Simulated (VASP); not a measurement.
A convergence study with VASP on Ag (fcc): one setting is varied, all else stays as given below, so the limit is that of these other settings.

```xyz
1
Lattice="0.0000 2.0450 2.0450 2.0450 0.0000 2.0450 2.0450 2.0450 0.0000" Properties=species:S:1:pos:R:3 pbc="T T T"
Ag     0.0000     0.0000     0.0000
```

These are PBE GGA, VASP's PBE PAW potentials (set 64) (plane waves; VASP) values and carry that method's errors. The tightest run used: 550 eV cut-off, 25×25×25 Γ-centred mesh, first-order Methfessel-Paxton smearing of 0.10 eV, potentials Ag.

The settings run are 1×1×1 mesh; 2×2×2 mesh; 3×3×3 mesh; 4×4×4 mesh; 5×5×5 mesh; 6×6×6 mesh; 7×7×7 mesh; 8×8×8 mesh; 9×9×9 mesh; 10×10×10 mesh; 11×11×11 mesh; 12×12×12 mesh; 14×14×14 mesh; 15×15×15 mesh; 16×16×16 mesh; 17×17×17 mesh; 18×18×18 mesh; 19×19×19 mesh; 20×20×20 mesh; 21×21×21 mesh; 22×22×22 mesh; 23×23×23 mesh; 24×24×24 mesh; 25×25×25 mesh. From which on does the stress (every component) stay within 0.1 GPa of the tightest run?

From 14×14×14 mesh on: it is off by 0.09 there and by no more than 0.1 in any finer run, while 12×12×12 mesh is off by 0.16.
```json
[
 {"setting": "1×1×1 mesh", "E (eV/atom)": "-10.3275", "pressure (GPa)": "-74.16", "irreducible k-points": "1", "difference judged (GPa)": "78.28"},
 {"setting": "2×2×2 mesh", "E (eV/atom)": "-0.6990", "pressure (GPa)": "27.43", "irreducible k-points": "3", "difference judged (GPa)": "23.30"},
 {"setting": "3×3×3 mesh", "E (eV/atom)": "-3.0289", "pressure (GPa)": "0.92", "irreducible k-points": "4", "difference judged (GPa)": "3.20"},
 {"setting": "4×4×4 mesh", "E (eV/atom)": "-2.5234", "pressure (GPa)": "5.15", "irreducible k-points": "8", "difference judged (GPa)": "1.02"},
 {"setting": "5×5×5 mesh", "E (eV/atom)": "-2.8277", "pressure (GPa)": "3.23", "irreducible k-points": "10", "difference judged (GPa)": "0.90"},
 {"setting": "6×6×6 mesh", "E (eV/atom)": "-2.6369", "pressure (GPa)": "4.85", "irreducible k-points": "16", "difference judged (GPa)": "0.72"},
 {"setting": "7×7×7 mesh", "E (eV/atom)": "-2.7588", "pressure (GPa)": "3.73", "irreducible k-points": "20", "difference judged (GPa)": "0.40"},
 {"setting": "8×8×8 mesh", "E (eV/atom)": "-2.6774", "pressure (GPa)": "4.68", "irreducible k-points": "29", "difference judged (GPa)": "0.55"},
 {"setting": "9×9×9 mesh", "E (eV/atom)": "-2.7268", "pressure (GPa)": "3.92", "irreducible k-points": "35", "difference judged (GPa)": "0.20"},
 {"setting": "10×10×10 mesh", "E (eV/atom)": "-2.6939", "pressure (GPa)": "4.48", "irreducible k-points": "47", "difference judged (GPa)": "0.35"},
 {"setting": "11×11×11 mesh", "E (eV/atom)": "-2.7103", "pressure (GPa)": "3.71", "irreducible k-points": "56", "difference judged (GPa)": "0.42"},
 {"setting": "12×12×12 mesh", "E (eV/atom)": "-2.7029", "pressure (GPa)": "4.29", "irreducible k-points": "72", "difference judged (GPa)": "0.16"},
 {"setting": "14×14×14 mesh", "E (eV/atom)": "-2.7077", "pressure (GPa)": "4.03", "irreducible k-points": "104", "difference judged (GPa)": "0.09"},
 {"setting": "15×15×15 mesh", "E (eV/atom)": "-2.7041", "pressure (GPa)": "4.03", "irreducible k-points": "120", "difference judged (GPa)": "0.10"},
 {"setting": "16×16×16 mesh", "E (eV/atom)": "-2.7093", "pressure (GPa)": "4.13", "irreducible k-points": "145", "difference judged (GPa)": "0.00"},
 {"setting": "17×17×17 mesh", "E (eV/atom)": "-2.7042", "pressure (GPa)": "4.15", "irreducible k-points": "165", "difference judged (GPa)": "0.02"},
 {"setting": "18×18×18 mesh", "E (eV/atom)": "-2.7109", "pressure (GPa)": "4.13", "irreducible k-points": "195", "difference judged (GPa)": "0.00"},
 {"setting": "19×19×19 mesh", "E (eV/atom)": "-2.7043", "pressure (GPa)": "4.18", "irreducible k-points": "220", "difference judged (GPa)": "0.05"},
 {"setting": "20×20×20 mesh", "E (eV/atom)": "-2.7110", "pressure (GPa)": "4.14", "irreducible k-points": "256", "difference judged (GPa)": "0.01"},
 {"setting": "21×21×21 mesh", "E (eV/atom)": "-2.7050", "pressure (GPa)": "4.13", "irreducible k-points": "286", "difference judged (GPa)": "0.01"},
 {"setting": "22×22×22 mesh", "E (eV/atom)": "-2.7105", "pressure (GPa)": "4.15", "irreducible k-points": "328", "difference judged (GPa)": "0.02"},
 {"setting": "23×23×23 mesh", "E (eV/atom)": "-2.7060", "pressure (GPa)": "4.14", "irreducible k-points": "364", "difference judged (GPa)": "0.02"},
 {"setting": "24×24×24 mesh", "E (eV/atom)": "-2.7100", "pressure (GPa)": "4.11", "irreducible k-points": "413", "difference judged (GPa)": "0.02"},
 {"setting": "25×25×25 mesh", "E (eV/atom)": "-2.7068", "pressure (GPa)": "4.13", "irreducible k-points": "455", "difference judged (GPa)": "0.00"}
]
```

Left out are rungs that failed or repeat a setting and relaxations that didn't move; long series are thinned to 24 rows.

The compound is Ag in the fcc structure. The cell was not relaxed at this level.
